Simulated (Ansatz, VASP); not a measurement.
# Cross-check of WC (Qusongite) between VASP and Ansatz

Wanted: the spread between two codes on one cell, functional and k mesh. The structure shown is the end of the Ansatz relaxation below.

Main program and level: Ansatz 0.2.0; plane waves, with VASP 6.6.1 beside it; single point at PBEsol.

**1. The starting structure**

It takes space group P-6m2 (No. 187, hexagonal). Conventional cell: a = 2.867 Å, b = 2.867 Å, c = 2.804 Å, α = 90.00°, β = 90.00°, γ = 120.00°. Nearest to W lie 6 C at 2.17 Å. C has 6 W at 2.17 Å nearest. Farther neighbours are not listed.

**2. Ansatz: relaxation, PBEsol**

Ansatz runs on its default PAW (the set named soft_2) files.

This run makes the geometry at which the two programs are then compared.

input.yaml reads:

```yaml
crystal:
  lattice:
    - [2.8692103892, 0.0, 0.0]
    - [-1.4346051946, 2.4848090858, 0.0]
    - [0.0, 0.0, 2.7987261662]
  atoms:
    - { symbol: W, position: [0.0, 0.0, 0.0] }
    - { symbol: C, position: [0.6666666667, 0.3333333333, 0.5] }
kpoints:
  mp_grid: { grid: [15, 15, 16] }
hamiltonian:
  xc: pbesol
scf:
  occupations: { method: methfessel_paxton, width: 0.15 }
output:
  forces: true
  stress: true
  eigenvalues: true
relax:
  adjacent_minimum: "off"
  f_tol: 0.001
  max_steps: 60
  cell: { stress_tol: 0.01, fix: [volume] }
```

On the command line:

```sh
> ansatz run input.yaml --threads 4 --pin off --max-ram 7168MiB --backend cpu --events-out ev --progress --plain --runs-dir out
```

Numbers of over 12 decimals in the logs are rounded to 6 here.

Output:

```text
Engine: ansatz 0.2.0, aarch64-unknown-linux-gnu
Pseudopotentials: kind: paw
Pseudopotential: W, paw, valence charge 14, recommended cutoff 420 eV (normal), W.paw.azcp
Pseudopotential: C, paw, valence charge 4, recommended cutoff 420 eV (normal), C.paw.azcp
Functional definition: PBEsol
  exchange = pbesol_x
  correlation = pbesol_c
Crystal: 2 atoms, lattice volume = 19.953 Å³
Basis set: ecut = 420 eV, 405 PW (Γ), exchange–correlation on 40×40×40 points (8 copies of the dense FFT grid, shifted against one another)
Bands: 13, of which v1, the nominal top of the filled ones, is band 9 counted from 1 (8 counted from 0)
Symmetry: 12 space group operations
Space group: P-6m2 (ITA 187), of the structure as read, at distance tolerance 2.7e-5 Å
k-points: 243 of 3600 (time reversal used)
Non-local potential: W, projectors of the file, l = 0: 3, l = 1: 2, l = 2: 2, l = 3: 1
Non-local potential: C, projectors of the file, l = 0: 2, l = 1: 2, l = 2: 1
PAW form: soft (Blöchl's): semilocal exchange-correlation on the pseudo side does not see the compensation charge
PAW frozen core: W, regenerated for the run's functional, and the local potential with it (the file was generated under x = pbe(κ = 0.804, μ = 0.219515), c = pbe(β = 0.066725))
PAW frozen core: C, regenerated for the run's functional, and the local potential with it (the file was generated under x = pbe(κ = 0.804, μ = 0.219515), c = pbe(β = 0.066725))
PAW one-centre angular grid: W, 590 points (default); XC on 64 Gauss nodes
PAW one-centre angular grid: C, 110 points (default); XC on 64 Gauss nodes
Initial density: superposition of atomic densities (neutral atoms: chi_scale 0, normalization atom), corrected by the library's trained network
Initial wavefunctions: pseudopotential atomic-orbital guess
Functional: x = pbesol(κ = 0.804, μ = 0.123457), c = pbesol(β = 0.046)
SCF iter   1: F=—  HF=-10503.709163 eV  |F-HF|=—  |Δ(HF+E_count)|=         —  Δρ=1.26e-2  dr2=2.66e-2  ethr=1.77e-3  ⟨swp⟩=5.1  Hψ=15440  notcnv=0
preconditioner: auto → none  [metal: Δε(μ)=0.015 eV  Ē_g=10.461 eV  σ=0.150 eV  W_gap=0.08  n_scr=8 (ndim 8)  ℏωp=26.3 eV  f_vac=0.000  D(μ)=0.28/eV (n_scr^D=0)  sad-step TF]
SCF iter   2: F=—  HF=-10503.707309 eV  |F-HF|=—  |Δ(HF+E_count)|=   1.85e-3  S|Δr|=    0.00e0  Δρ=8.06e-3  dr2=1.26e-2  ethr=1.48e-4  ⟨swp⟩=1.0  Hψ=5103  notcnv=0
SCF iter   3: F=—  HF=-10503.704943 eV  |F-HF|=—  |Δ(HF+E_count)|=   2.37e-3  S|Δr|=    0.00e0  Δρ=8.93e-4  dr2=8.49e-5  ethr=7.00e-5  ⟨swp⟩=2.1  Hψ=4147  notcnv=0
SCF iter   4: F=—  HF=-10503.704908 eV  |F-HF|=—  |Δ(HF+E_count)|=   3.48e-5  S|Δr|=    0.00e0  Δρ=2.29e-4  dr2=4.48e-6  ethr=4.72e-7  ⟨swp⟩=2.2  Hψ=4996  notcnv=0
SCF iter   5: F=—  HF=-10503.704908 eV  |F-HF|=—  |Δ(HF+E_count)|=   5.17e-7  S|Δr|=    0.00e0  Δρ=4.30e-5  dr2=2.07e-7  ethr=2.49e-8  ⟨swp⟩=1.9  Hψ=4035  notcnv=0
SCF iter   6: F=-10503.704908 eV  HF=-10503.704908 eV  |F-HF|=4.79e-9  |Δ(HF+E_count)|=   1.44e-8  S|Δr|=    0.00e0  Δρ=6.77e-6  dr2=7.52e-9  ethr=5.56e-10  ⟨swp⟩=5.9  Hψ=14194  notcnv=0
SCF 1 converged in 6 iterations: F = -10503.704908 eV  dr2 = 7.52e-9
  greatest PAW one-centre occupation: 1.000 electrons in one spin orbital (limit 2), on the W atom at site 0 (counted from 0), in its partial waves of l = 0
relax step   1: F+E_penalty+E_count = -10503.70490830 eV  Δ(F+E_penalty+E_count) = +0.000e0 eV  max|allowed force component| = 1.295e-16 eV/Å  Δτ_max = 0.0000 Å  P = +13.326 GPa  Ω = 19.953 Å³  fix = [volume]  reactions: volume +13.326 GPa  (6 SCF iters, dr2 threshold 1.00e-7 eV, accepted)
[...]
relax step   2: F+E_penalty+E_count = -10503.70432877 eV  Δ(F+E_penalty+E_count) = +5.795e-4 eV  max|allowed force component| = 1.203e-16 eV/Å  Δτ_max = 0.0000 Å  P = +12.995 GPa  Ω = 19.953 Å³  energy of the carried Pulay correction = -1.770e-7 eV  fix = [volume]  (4 SCF iters, dr2 threshold 2.00e-7 eV, rejected (line search))
[...]
relax step   3: F+E_penalty+E_count = -10503.70513286 eV  Δ(F+E_penalty+E_count) = -2.246e-4 eV  max|allowed force component| = 2.128e-16 eV/Å  Δτ_max = 0.0000 Å  P = +13.207 GPa  Ω = 19.953 Å³  energy of the carried Pulay correction = -6.151e-8 eV  fix = [volume]  reactions: volume +13.207 GPa  (6 SCF iters, accepted)
[...]
relax step   4: F+E_penalty+E_count = -10503.70513288 eV  Δ(F+E_penalty+E_count) = -1.771e-8 eV  max|allowed force component| = 2.683e-16 eV/Å  Δτ_max = 0.0000 Å  P = +13.208 GPa  Ω = 19.953 Å³  energy of the carried Pulay correction = -6.098e-8 eV  fix = [volume]  reactions: volume +13.208 GPa  (2 SCF iters, dr2 threshold 3.69e-10 eV, accepted)
[...]
relax step   5: F+E_penalty+E_count = -10503.70512957 eV  Δ(F+E_penalty+E_count) = +3.302e-6 eV  max|allowed force component| = 2.868e-16 eV/Å  Δτ_max = 0.0000 Å  P = +13.207 GPa  Ω = 19.953 Å³  fix = [volume]  reactions: volume +13.207 GPa  stress off target by 5.60e-3 GPa on what of the cell is left free  SCF on the basis re-selected at this cell (its energy is not comparable with the rows above)  (5 SCF iters)
basis re-selected at this cell: Δ(F+E_penalty+E_count) = +3.302e-6 eV, ΔP = -0.000 GPa vs the last step (what re-selecting the basis moved, of the pressure what is left beyond the Pulay correction that the steps carried, after the strain that the cell walked since its last selection, with what the two solves' SCF thresholds leave and, on support functions, any second-order correction that the steps lacked; it is no m [...]
SCF converged after 5 iterations
Stability not checked: this state was not tested for a lower state beside it, because cold or Methfessel-Paxton smearing, or corrected tetrahedra, fill the levels in a way that the test cannot read (fill_not_monotonic; see scf.lower_state_search)
Free energy (F): -10503.705130 eV
Harris-Foulkes:  -10503.705130 eV  (|F-HF|=1.82e-12)
Internal energy: -10503.705222 eV  (E = F + TS)
E sigma→0 (E₀):  -10503.705153 eV
Entropy (-TS):   0.000093 eV (0.046 meV/atom)
Fermi energy:    21.350132 eV
Step filling:    the computed levels leave a gap of 0.0010 eV = 0.0 smearing widths at the electron count; against every level under it full and every level over it empty, smearing changes F+E_penalty+E_count by -0.123 meV and its σ→0 estimate by -0.146 meV
--- Per-component energies (eV) ---
  E_band       = -44.659989
  E_kinetic    = 545.203395
  E_local      = -638.520383  (includes V_loc(G=0)·N_el)
  E_nonlocal   = 28.434591
  E_hartree    = 227.654951
  E_xc         = -315.597260
  E_vxc        = -301.427970  (∫ρ·V_xc dr)
  E_paw        = -8531.137670  (= ΣΔE_a)
  E_vpaw       = -133.659458  (= ΣTr[D̂ρ^β])
  E_aug_tail   = -0.000065  (compensation charges beyond the density's cutoff)
  E_ewald      = -1819.985674
  E_core_change = 0.242893  (= ΣΔE_core)
  E_smearing   = 0.000093  (= −TS)
  E_closure    = -0.000000  (closes the sum)
  Σ components = -10503.705130   (vs F -10503.705130, Δ=0.00e0)
--- Forces (eV/Å), atoms counted from 1 ---
  atom   1  W     -0.00000000    -0.00000000     0.00000000
  atom   2  C      0.00000000    -0.00000000     0.00000000
  max |Σ_I F_I| component: 7.59e-16 eV/Å
--- Stress (GPa, compression-positive) ---
       13.204536       0.000000       0.000000
       -0.000000      13.204536       0.000000
        0.000000       0.000000      13.212931
  P = ⅓ Tr σ = 13.2073 GPa (132.073 kbar)
--- Band table (eV; the first three rows and the last of 243) ---
  k-point 0: bands = [... 5 lower, 16.8177, 17.8904, 17.8904, 21.4836, 24.7848, 24.7848, 27.2332, 27.2332]
  k-point 1: bands = [... 5 lower, 16.7808, 17.9358, 17.9358, 21.4648, 24.4092, 24.4092, 27.4677, 27.4677]
  k-point 2: bands = [... 5 lower, 16.6191, 18.0689, 18.0689, 21.4974, 23.6266, 23.6266, 27.7967, 27.7967]
  k-point 242: bands = [... 5 lower, 13.8026, 15.8366, 19.8163, 20.6995, 26.0291, 28.2390, 29.4109, 30.9138]
--- Relaxed structure (4 steps of the walk, 3 accepted, 1 SCFs on fresh bases) ---
  F+E_penalty+E_count = -10503.70512957 eV   max|allowed force component| = 2.868e-16 eV/Å   (the final SCF, on the basis selected at the relaxed cell)
  cell:  # Å, volume = 19.9534 Å³
    - [2.866722, 0, 0.0]
    - [-1.433361, 2.482654, 0.0]
    - [0.0, 0.0, 2.803587]
  atoms:
    - { symbol: W, position: [-3.700743415524894e-17, 0, 0.0] }
    - { symbol: C, position: [0.666667, 0.333333, 0.5] }
```

Reading the cycles: dr2 is the Hartree energy of the density residual (eV), the measure of convergence; HF is the Harris–Foulkes estimate of the energy, which meets the free energy F at convergence.

**3. VASP: single point, PBEsol, pair 1**

The same cell, functional, mesh and smearing now go to VASP, with its own data sets.

Lines of VASP's logs that name or quote its potential files are left out, and so is its time.

INCAR reads:

```
SYSTEM = WC
PREC = Accurate
ENCUT = 600
EDIFF = 1E-06
NELM = 120
ISMEAR = 1
SIGMA = 0.15
LREAL = .FALSE.
ALGO = Normal
GGA = PS
NBANDS = 11
LASPH = .TRUE.
LORBIT = 11
LWAVE = .FALSE.
LCHARG = .FALSE.
ISIF = 2
GGA_COMPAT = .FALSE.
```

POSCAR reads:

```
WC
1.0
    2.8667218264      0.0000000000      0.0000000000
   -1.4333609132      2.4826539273      0.0000000000
    0.0000000000      0.0000000000      2.8035873485
W C
1 1
Direct
    0.0000000000      0.0000000000      0.0000000000
    0.6666666667      0.3333333333      0.5000000000
```

KPOINTS reads:

```
Automatic mesh
0
Gamma
15 15 16
0 0 0
```

The projector-augmented-wave data sets are W and C (PBE family, release 64).

On the command line:

```sh
> mpirun -np 1 vasp_std
```

Output:

```text
[banner, memory and clock lines left out]
running    1 mpi-ranks, on    1 nodes
 distrk:  each k-point on    1 cores,    1 groups
 distr:  one band on    1 cores,    1 groups

 POSCAR found type information on POSCAR W C
 POSCAR found :  2 types and       2 ions
|                                                                             |
|               ----> ADVICE to this user running VASP <----                  |
|                                                                             |
|     You enforced a specific xc type in the INCAR file but a different       |
|     [... a line on the potential file left out ...]
|     I HOPE YOU KNOW WHAT YOU ARE DOING!                                     |
|                                                                             |

 LDA part: xc-table for (Slater+PW92), standard interpolation
 POSCAR, INCAR and KPOINTS ok, starting setup
 FFT: planning ... GRIDC
 FFT: planning ... GRID_SOFT
 FFT: planning ... GRID
 WAVECAR not read
 entering main loop
       N       E                     dE             d eps       ncg     rms          rms(c)
DAV:   1     0.282873235320E+02    0.28287E+02   -0.54379E+03  5346   0.929E+02
DAV:   2    -0.248110775366E+02   -0.53098E+02   -0.50671E+02  6198   0.217E+02
DAV:   3    -0.269084033102E+02   -0.20973E+01   -0.20745E+01  6654   0.359E+01
DAV:   4    -0.269213776562E+02   -0.12974E-01   -0.12969E-01  5913   0.334E+00
DAV:   5    -0.269214309982E+02   -0.53342E-04   -0.53341E-04  6549   0.210E-01    0.370E+01
DAV:   6    -0.240777486230E+02    0.28437E+01   -0.12147E+01  6354   0.217E+01    0.128E+01
DAV:   7    -0.240035470239E+02    0.74202E-01   -0.56239E-01  5490   0.608E+00    0.878E+00
DAV:   8    -0.239632445204E+02    0.40303E-01   -0.88832E-02  5887   0.218E+00    0.195E+00
DAV:   9    -0.239579676261E+02    0.52769E-02   -0.14579E-02  5754   0.776E-01    0.139E-01
DAV:  10    -0.239579264449E+02    0.41181E-04   -0.79783E-04  6299   0.237E-01    0.167E-01
DAV:  11    -0.239579149693E+02    0.11476E-04   -0.74972E-05  6358   0.623E-02    0.808E-03
DAV:  12    -0.239579129195E+02    0.20498E-05   -0.34133E-06  4367   0.129E-02    0.991E-03
DAV:  13    -0.239579129641E+02   -0.44644E-07   -0.30508E-07  2859   0.585E-03
   1 F= -.23957913E+02 E0= -.23957952E+02  d E =0.115714E-03
```

[end of part 1 of 2]

[Lines on the potential files, build, host, timing and source positions are cut from VASP's logs without a mark.]

[Logs are printed without paths, hosts, clocks, repeated set-up lines and the standing remarks that a program may print on its own settings, such as how far it seeks lower states.]

[Hosts, paths, dates, database ids (printed as entryN), source tags and the programs' standing remarks are cut or masked in the printed files.]
